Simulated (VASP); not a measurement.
A convergence study with VASP on V (bcc): one setting is varied, all else stays as given below, so the limit is that of these other settings.

```xyz
1
Lattice="-1.5150 1.5150 1.5150 1.5150 -1.5150 1.5150 1.5150 1.5150 -1.5150" Properties=species:S:1:pos:R:3 pbc="T T T"
V      0.0000     0.0000     0.0000
```

Calculation: PBE GGA, VASP's PBE PAW potentials (set 64) (plane waves; VASP). The tightest run used: 550 eV cut-off, 27×27×27 Γ-centred mesh, first-order Methfessel-Paxton smearing of 0.10 eV, potentials V_sv.

The settings run are 1×1×1 mesh; 2×2×2 mesh; 3×3×3 mesh; 4×4×4 mesh; 6×6×6 mesh; 7×7×7 mesh; 8×8×8 mesh; 9×9×9 mesh; 10×10×10 mesh; 11×11×11 mesh; 12×12×12 mesh; 13×13×13 mesh; 15×15×15 mesh; 16×16×16 mesh; 17×17×17 mesh; 18×18×18 mesh; 19×19×19 mesh; 20×20×20 mesh; 21×21×21 mesh; 22×22×22 mesh; 24×24×24 mesh; 25×25×25 mesh; 26×26×26 mesh; 27×27×27 mesh. From which on does the stress (every component) stay within 0.5 GPa of the tightest run?

From 11×11×11 mesh on: it is off by 0.13 there and by no more than 0.5 in any finer run, while 10×10×10 mesh is off by 0.95.
```
setting        E (eV/atom)  pressure (GPa)  irreducible k-points  difference judged (GPa)
-------------  -----------  --------------  --------------------  -----------------------
1×1×1 mesh        -11.2229           90.80                     1                    96.27
2×2×2 mesh         -9.2971          -26.06                     3                    20.59
3×3×3 mesh         -9.0775           -5.89                     4                     0.42
4×4×4 mesh         -9.0833           -6.25                     8                     0.78
6×6×6 mesh         -8.9172           -3.16                    16                     2.31
7×7×7 mesh         -8.9933           -5.09                    20                     0.38
8×8×8 mesh         -8.9927           -6.62                    29                     1.14
9×9×9 mesh         -8.9736           -5.74                    35                     0.27
10×10×10 mesh      -8.9865           -4.52                    47                     0.95
11×11×11 mesh      -8.9828           -5.34                    56                     0.13
12×12×12 mesh      -8.9769           -5.25                    72                     0.22
13×13×13 mesh      -8.9831           -5.34                    84                     0.13
15×15×15 mesh      -8.9866           -5.77                   120                     0.30
16×16×16 mesh      -8.9810           -5.25                   145                     0.23
17×17×17 mesh      -8.9823           -5.26                   165                     0.21
18×18×18 mesh      -8.9842           -5.59                   195                     0.12
19×19×19 mesh      -8.9844           -5.57                   220                     0.10
20×20×20 mesh      -8.9848           -5.46                   256                     0.01
21×21×21 mesh      -8.9840           -5.45                   286                     0.02
22×22×22 mesh      -8.9836           -5.44                   328                     0.03
24×24×24 mesh      -8.9840           -5.51                   413                     0.04
25×25×25 mesh      -8.9843           -5.52                   455                     0.05
26×26×26 mesh      -8.9844           -5.45                   511                     0.02
27×27×27 mesh      -8.9841           -5.47                   560                     0.00
```

Left out are rungs that failed or repeat a setting and relaxations that didn't move; long series are thinned to 24 rows.

The compound is V in the bcc structure. The cell was not relaxed at this level. The run is not spin-polarised, so no magnetic state was tried.
